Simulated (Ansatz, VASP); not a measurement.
# C (Diamond): VASP beside Ansatz

One calculation is typed for both programs; each brings its own data sets and cutoff. How far apart do they land?

Main program and level: Ansatz 0.2.0; plane waves, with VASP 6.6.1 beside it; single point at HSE06 and single point at PBE-EpsX with an exact-exchange share of 0.172.

## (1) Starting point

Symmetry: Fd-3m, No. 227, cubic system. The conventional cell has a = 3.567 Å, b = 3.567 Å, c = 3.567 Å, α = 90.00°, β = 90.00°, γ = 90.00°. C has 4 C at 1.54 Å nearest.

## (2) Ansatz: single point, HSE06

Ansatz runs on its default PAW (the set named soft_2) files.

A single point gives forces, pressure and levels at one fixed geometry, so differences don't come from the geometry; what else differs is listed under the comparison.

input.yaml reads:

```yaml
crystal:
  lattice:
    - [0.0, 1.78337, 1.78337]
    - [1.78337, 0.0, 1.78337]
    - [1.78337, 1.78337, 0.0]
  atoms:
    - { symbol: C, position: [0.75, 0.75, 0.75] }
    - { symbol: C, position: [0.5, 0.5, 0.5] }
hamiltonian:
  xc: { exchange: pbe, correlation: pbe, exx: { coeff: 0.25, omega: 0.2 } }
  pseudopotentials: { kind: paw }
kpoints:
  mp_grid: { grid: [8, 8, 8] }
scf:
  occupations: { method: gaussian, width: 0.01 }
  n_extra_bands: 4
output:
  forces: true
  stress: true
  eigenvalues: true
  write_density: true
  write_potential: true
  elf: true
  volumetric_format: npy
```

Run with:

```
$ ansatz run input.yaml --threads 4 --pin off --max-ram 9216MiB --backend cpu --events-out ev --progress --plain --runs-dir out
```

Numbers of over 12 decimals in the logs are rounded to 6 here.

The log of the run:

```text
Warning: output.stress: scf.convergence.dr2_threshold = 1e-7 eV (the SCF's general default) is looser than the 2e-10 eV advised for a printed stress (1e-10 eV for each atom of the cell: 2). What an SCF threshold leaves in a stress goes as its square root, and in the free energy as the threshold itself, and one threshold admits the most on a small cell: [figures from the program's tests cut] Set scf.convergence.dr2_threshold to 2e-10 eV or tighter. The threshold is an SCF's pass mark: one that does not reach it within its budget of iterations ends unconverged, or closes short of it on a stop that the run arms, and scf.convergence.dr2_threshold's page says what that costs each kind of run
Warning: output.stress: scf.exx.energy_threshold = 1e-6 eV is looser than the 2e-8 eV advised for a stress under a hybrid functional (1e-8 eV for each atom of the cell: 2). Every SCF of the exchange loop can meet its threshold on dr2 while the loop round them stops early: no threshold on dr2 bounds what that leaves in the stress. Set scf.exx.energy_threshold to 2e-8 eV or tighter. The threshold is the loop's pass mark: a loop that does not reach it within its budget of cycles ends unconverged, and scf.exx.energy_threshold's page has the law
scf.n_extra_bands = 4 over 4 filled bands (N_el = 8.0): the run solves 8 bands
Engine: ansatz 0.2.0, aarch64-unknown-linux-gnu
Pseudopotentials: kind: paw
Pseudopotential: C, paw, valence charge 4, recommended cutoff 420 eV (normal), C.paw.azcp
Functional definition: unnamed
  parameter a_1 = 0.25
  parameter omega_1 = 0.2/angstrom
  exchange = pbe_x + (-a_1)*pbe_x_sr(omega_1) + a_1*exact_x_sr(omega_1)
  correlation = pbe_c
Crystal: 2 atoms, lattice volume = 11.344 Å³
Basis set: ecut = 420 eV, 229 PW (Γ), exchange–correlation on 36×36×36 points (8 copies of the dense FFT grid, shifted against one another)
Bands: 8, of which v1, the nominal top of the filled ones, is band 4 counted from 1 (3 counted from 0)
Symmetry: 48 space group operations
Space group: Fd-3m (ITA 227), of the structure as read, at distance tolerance 2.2e-5 Å
k-points: 29 of 512
Non-local potential: C, projectors of the file, l = 0: 2, l = 1: 2, l = 2: 1
PAW form: soft (Blöchl's): semilocal exchange-correlation on the pseudo side does not see the compensation charge
PAW frozen core: C, regenerated for the run's functional, and the local potential with it (the file was generated under x = pbe(κ = 0.804, μ = 0.219515), c = pbe(β = 0.066725))
PAW one-centre angular grid: C, 110 points (default); XC on 64 Gauss nodes
Initial density: superposition of atomic densities (neutral atoms: chi_scale 0, normalization atom), corrected by the library's trained network
Initial wavefunctions: pseudopotential atomic-orbital guess
Functional: x = pbe(κ = 0.804, μ = 0.219515), c = pbe(β = 0.066725), warm-up for x = pbe(κ = 0.804, μ = 0.219515) + 0.25 (exact − pbe) at short range (hse, ω = 0.2 Å⁻¹), c = pbe(β = 0.066725)
SCF iter   1: F=—  HF=-501.614423 eV  |F-HF|=—  |Δ(HF+E_count)|=         —  Δρ=1.69e-3  dr2=8.28e-5  ethr=1.77e-3  ⟨swp⟩=2.0  Hψ=1457  notcnv=0
preconditioner: auto → none  [insulator: Δε(μ)=4.146 eV  Ē_g=19.635 eV  σ=0.010 eV  W_gap=1.00  n_scr=0 (ndim 8)  ℏωp=31.2 eV  f_vac=0.000  D(μ)=0.00/eV (n_scr^D=0)]
SCF iter   2: F=-501.614617 eV  HF=-501.614565 eV  |F-HF|=5.18e-5  |Δ(HF+E_count)|=   1.43e-4  Δρ=8.32e-4  dr2=1.65e-5  ethr=1.03e-6  ⟨swp⟩=2.3  Hψ=454  notcnv=0
SCF 1 stopped early in 2 iterations: F = -501.614617 eV  dr2 = 1.65e-5
  greatest PAW one-centre occupation: 0.644 electrons in one spin orbital (limit 2), on the C atom at site 1 (counted from 0), in its partial waves of l = 0
Initial density: handed on by an earlier stage of this run
Initial wavefunctions: those handed on with the density
Functional: x = pbe(κ = 0.804, μ = 0.219515) + 0.25 (exact − pbe) at short range (hse, ω = 0.2 Å⁻¹), c = pbe(β = 0.066725)
Exchange kernel: α = 0.2500, screened, ω = 0.2000 Å⁻¹, Wigner–Seitz truncation, v(0) = 1126.7037 eV·Å³, q-mesh 8×8×8, nearest image of the exchange supercell L = 20.18 Å, pair-density grid 12×12×12, without the augmentation charges, whose exchange is taken in its separable form by FFT convolution over the k-point mesh (sized by the pseudopotential files, 15×15×15 at the most), smooth part of the exact exchange by density-matrix convolution
Frozen-core exchange: fock
SCF iter   1: F=—  HF=-501.765769 eV  |F-HF|=—  |Δ(HF+E_count)|=         —  Δρ=9.98e-3  dr2=4.67e-3  ethr=2.06e-6  ⟨swp⟩=5.5  Hψ=1085  notcnv=0
preconditioner: auto → none  [insulator: Δε(μ)=5.248 eV  Ē_g=22.230 eV  σ=0.010 eV  W_gap=1.00  n_scr=0 (ndim 8)  ℏωp=31.2 eV  f_vac=0.000  D(μ)=0.00/eV (n_scr^D=0)]
SCF iter   2: F=—  HF=-501.763947 eV  |F-HF|=—  |Δ(HF+E_count)|=   1.82e-3  Δρ=4.23e-3  dr2=7.51e-4  ethr=2.06e-6  ⟨swp⟩=3.0  Hψ=693  notcnv=0
SCF iter   3: F=—  HF=-501.765486 eV  |F-HF|=—  |Δ(HF+E_count)|=   1.54e-3  Δρ=8.99e-4  dr2=2.72e-5  ethr=2.06e-6  ⟨swp⟩=3.2  Hψ=665  notcnv=0
iter 4 solved again at ethr=9.70e-9 eV; its pass at ethr=3.16e-7 eV (dr2=7.76e-7 eV) is discarded
SCF iter   4: F=—  HF=-501.765476 eV  |F-HF|=—  |Δ(HF+E_count)|=   1.00e-5  Δρ=1.50e-4  dr2=2.12e-6  ethr=9.70e-9  ⟨swp⟩=2.0  Hψ=707  notcnv=0
SCF iter   5: F=-501.765489 eV  HF=-501.765489 eV  |F-HF|=2.05e-7  |Δ(HF+E_count)|=   1.32e-5  Δρ=7.33e-5  dr2=3.84e-7  ethr=9.54e-9  ⟨swp⟩=3.0  Hψ=471  notcnv=0
SCF 2 stopped early in 5 iterations: F = -501.765489 eV  dr2 = 3.84e-7
  greatest PAW one-centre occupation: 0.647 electrons in one spin orbital (limit 2), on the C atom at site 1 (counted from 0), in its partial waves of l = 0
hybrid outer 1: dexx = +2.035e-3 eV, tail = 9.60e-6 eV
Exchange kernel: α = 0.2500, screened, ω = 0.2000 Å⁻¹, Wigner–Seitz truncation, v(0) = 1126.7037 eV·Å³, q-mesh 8×8×8, nearest image of the exchange supercell L = 20.18 Å, pair-density grid 12×12×12, without the augmentation charges, whose exchange is taken in its separable form by FFT convolution over the k-point mesh (sized by the pseudopotential files, 15×15×15 at the most), smooth part of the exact exchange by density-matrix convolution
Frozen-core exchange: fock
SCF iter   1: F=—  HF=-501.765530 eV  |F-HF|=—  |Δ(HF+E_count)|=         —  Δρ=7.65e-5  dr2=3.36e-7  ethr=6.00e-7  ⟨swp⟩=3.0  Hψ=562  notcnv=0
preconditioner: auto → none  [insulator: Δε(μ)=5.309 eV  Ē_g=22.235 eV  σ=0.010 eV  W_gap=1.00  n_scr=0 (ndim 8)  ℏωp=31.2 eV  f_vac=0.000  D(μ)=0.00/eV (n_scr^D=0)]
SCF iter   2: F=—  HF=-501.765530 eV  |F-HF|=—  |Δ(HF+E_count)|=   7.86e-8  Δρ=1.55e-5  dr2=1.28e-8  ethr=3.41e-9  ⟨swp⟩=3.0  Hψ=440  notcnv=0
SCF iter   3: F=-501.765530 eV  HF=-501.765530 eV  |F-HF|=3.17e-9  |Δ(HF+E_count)|=   9.37e-8  Δρ=8.49e-6  dr2=4.73e-9  ethr=4.87e-11  ⟨swp⟩=3.5  Hψ=590  notcnv=0
SCF 3 converged in 3 iterations: F = -501.765530 eV  dr2 = 4.73e-9
  Residual-converged pass: ⟨swp⟩=2.0  Hψ=347  notcnv=0  max |occ|·‖R‖ = 2.3e-6 eV (tolerance 2.4e-6 eV)  dr2=4.72e-9  dr2_onsite=2.14e-10  max |Δocc| = 0.0e0
hybrid outer 2: dexx = +1.613e-7 eV, tail = 1.39e-8 eV, Δε = 3.05e-3 eV (about 1.17e-4 eV left of the loop's levels)
hybrid SCF converged: 2 outer / 8 inner (+2 warm-up), last move |dexx| = 1.61e-7 eV, tail = 1.39e-8 eV
Stability not checked: this state was not tested for a lower state beside it, because the functional holds exact exchange (a hybrid, or Hartree-Fock), whose exchange loop this test does not read (fock_operator; see scf.lower_state_search)
Free energy (F): -501.765530 eV
Frozen-core exchange: fock
Harris-Foulkes:  -501.765530 eV  (|F-HF|=3.17e-9)
Internal energy: -501.765530 eV  (E = F + TS)
E sigma→0 (E₀):  -501.765530 eV
Fermi energy:    15.340286 eV
--- Per-component energies (eV) ---
  E_band       = 22.702423
  E_kinetic    = 184.008652
  E_local      = -120.635564  (includes V_loc(G=0)·N_el)
  E_nonlocal   = 52.222481
  E_hartree    = 26.455076
  E_xc         = -78.798977
  E_vxc        = -96.850743  (∫ρ·V_xc dr)
  E_exx        = -18.418618  (= α·E_x^exact, valence–valence)
  E_paw        = -198.602777  (= ΣΔE_a)
  E_vpaw       = -12.115822  (= ΣTr[D̂ρ^β])
  E_aug_tail   = 0.000017  (compensation charges beyond the density's cutoff)
  E_ewald      = -347.961363
  E_core_change = -0.034457  (= ΣΔE_core)
  E_smearing   = -0.000000  (= −TS)
  E_closure    = 0.000000  (closes the sum)
  Σ components = -501.765530   (vs F -501.765530, Δ=0.00e0)
--- Forces (eV/Å), atoms counted from 1 ---
  atom   1  C      0.00000000     0.00000000    -0.00000000
  atom   2  C      0.00000000     0.00000000    -0.00000000
  max |Σ_I F_I| component: 7.40e-17 eV/Å
--- Stress (GPa, compression-positive) ---
       -8.210488      -0.000000       0.000000
       -0.000000      -8.210488      -0.000000
       -0.000000       0.000000      -8.210488
  P = ⅓ Tr σ = -8.2105 GPa (-82.105 kbar)
--- Band table (eV; the first three rows and the last of 29) ---
  k-point 0: bands = ["-10.8501", "12.6860", "12.6860", "12.6860", "19.6847", "19.6847", "19.6847", "27.9287"]
  k-point 1: bands = ["-10.3828", "10.0763", "11.9913", "11.9913", "20.6050", "20.6050", "21.0055", "28.3327"]
  k-point 2: bands = ["-8.9945", "5.4685", "10.7908", "10.7908", "22.0570", "22.0570", "22.3238", "29.3361"]
  k-point 28: bands = ["-0.5546", "-0.5546", "3.6444", "3.6444", "24.8682", "24.8682", "26.9495", "26.9495"]
```

The job ended after 2.5 s (4 threads of Arm Neoverse V2, shared host; peak memory 0.52 GiB).

The column dr2 measures how far the density is from self-consistency, as an energy; F and HF (Harris–Foulkes) agree once it is small.

The run ends at a pressure of -8.21 GPa.

## (3) VASP: single point, HSE06

The same cell, functional, mesh and smearing now go to VASP, with its own data sets and cutoff.

Lines of VASP's logs that name or quote its potential files are left out, and so is its time.

The run reads the wave functions of an earlier VASP run, which isn't shown here.

INCAR reads:

```
SYSTEM = C
PREC = Accurate
ENCUT = 420
EDIFF = 1E-08
NELM = 100
ISMEAR = 0
SIGMA = 0.01
LREAL = .FALSE.
ALGO = Normal
LHFCALC = .TRUE.
AEXX = 0.25
GGA = PE
HFSCREEN = 0.2
LASPH = .TRUE.
NBANDS = 10
PRECFOCK = Fast
LORBIT = 11
LWAVE = .TRUE.
LCHARG = .FALSE.
KPAR = 8
```

POSCAR reads:

```
C
1.0
    0.0000000000      1.7833700000      1.7833700000
    1.7833700000      0.0000000000      1.7833700000
    1.7833700000      1.7833700000      0.0000000000
C
2
Direct
    0.7500000000      0.7500000000      0.7500000000
    0.5000000000      0.5000000000      0.5000000000
```

KPOINTS reads:

```
Automatic mesh
0
Gamma
8 8 8
0 0 0
```

Potentials, in the order of the species: C (PBE family, release 64).

Run with:

```
$ mpirun -np 8 vasp_std
```

The log of the run:

```text
[banner, memory and clock lines left out]
running    8 mpi-ranks, on    1 nodes
 distrk:  each k-point on    1 cores,    8 groups
 distr:  one band on    1 cores,    1 groups

 POSCAR found type information on POSCAR C
 POSCAR found :  1 types and       2 ions
|                                                                             |
|           W    W    AA    RRRRR   N    N  II  N    N   GGGG   !!!           |
|           W    W   A  A   R    R  NN   N  II  NN   N  G    G  !!!           |
|           W    W  A    A  R    R  N N  N  II  N N  N  G       !!!           |
|           W WW W  AAAAAA  RRRRR   N  N N  II  N  N N  G  GGG   !            |
|           WW  WW  A    A  R   R   N   NN  II  N   NN  G    G                |
|           W    W  A    A  R    R  N    N  II  N    N   GGGG   !!!           |
|                                                                             |
|     For optimal performance we recommend to set                             |
|       NCORE = 2 up to number-of-cores-per-socket                            |
|     NCORE specifies how many cores store one orbital (NPAR=cpu/NCORE).      |
|     This setting can greatly improve the performance of VASP for DFT.       |
|     The default, NCORE=1 might be grossly inefficient on modern             |
|     multi-core architectures or massively parallel machines. Do your        |
|     Unfortunately you need to use the default for GW and RPA                |
|     calculations (for HF NCORE is supported but not extensively tested      |
|     yet).                                                                   |
|                                                                             |

 LDA part: xc-table for (Slater+PW92), standard interpolation
 found WAVECAR, reading the header
 POSCAR, INCAR and KPOINTS ok, starting setup
 FFT: planning ... GRIDC
 FFT: planning ... GRID_SOFT
 FFT: planning ... GRID
 reading WAVECAR
 the WAVECAR file was read successfully
 initial charge from wavefunction
 entering main loop
       N       E                     dE             d eps       ncg     rms          rms(c)
DAV:   1    -0.210950169765E+02   -0.21095E+02   -0.62171E-01   596   0.706E+00    0.102E+00
DAV:   2    -0.210976697369E+02   -0.26528E-02   -0.58727E-03   626   0.607E-01    0.653E-01
DAV:   3    -0.210969879643E+02    0.68177E-03   -0.30194E-04   612   0.151E-01    0.364E-01
DAV:   4    -0.210967628217E+02    0.22514E-03   -0.78192E-05   602   0.830E-02    0.202E-01
DAV:   5    -0.210966933423E+02    0.69479E-04   -0.21624E-05   626   0.445E-02    0.114E-01
DAV:   6    -0.210966708862E+02    0.22456E-04   -0.69719E-06   636   0.258E-02    0.632E-02
DAV:   7    -0.210966645504E+02    0.63359E-05   -0.20947E-06   676   0.143E-02    0.357E-02
DAV:   8    -0.210966627640E+02    0.17863E-05   -0.70690E-07   646   0.832E-03    0.202E-02
DAV:   9    -0.210966623416E+02    0.42239E-06   -0.24813E-07   652   0.493E-03    0.115E-02
DAV:  10    -0.210966623178E+02    0.23840E-07   -0.87505E-08   660   0.292E-03    0.661E-03
DAV:  11    -0.210966623494E+02   -0.31641E-07   -0.32654E-08   612   0.178E-03    0.378E-03
DAV:  12    -0.210966624004E+02   -0.50922E-07   -0.11588E-08   394   0.106E-03    0.220E-03
DAV:  13    -0.210966624430E+02   -0.42680E-07   -0.45994E-09   290   0.689E-04    0.130E-03
DAV:  14    -0.210966624780E+02   -0.35004E-07   -0.16677E-09   298   0.417E-04    0.775E-04
DAV:  15    -0.210966624978E+02   -0.19714E-07   -0.63673E-10   290   0.258E-04    0.464E-04
DAV:  16    -0.210966625102E+02   -0.12465E-07   -0.24929E-10   290   0.161E-04    0.279E-04
DAV:  17    -0.210966625179E+02   -0.76434E-08   -0.98679E-11   290   0.102E-04
   1 F= -.21096663E+02 E0= -.21096663E+02  d E =-.154971E-97
 writing wavefunctions
```

(Part 1 of 2 ends here.)

[Lines on the potential files, build, host, timing and source positions are cut from VASP's logs without a mark.]

[Logs are printed without paths, hosts, clocks, repeated set-up lines and the standing remarks that a program may print on its own settings, such as how far it seeks lower states.]

[Hosts, paths, dates, database ids (printed as entryN), source tags and the programs' standing remarks are cut or masked in the printed files.]
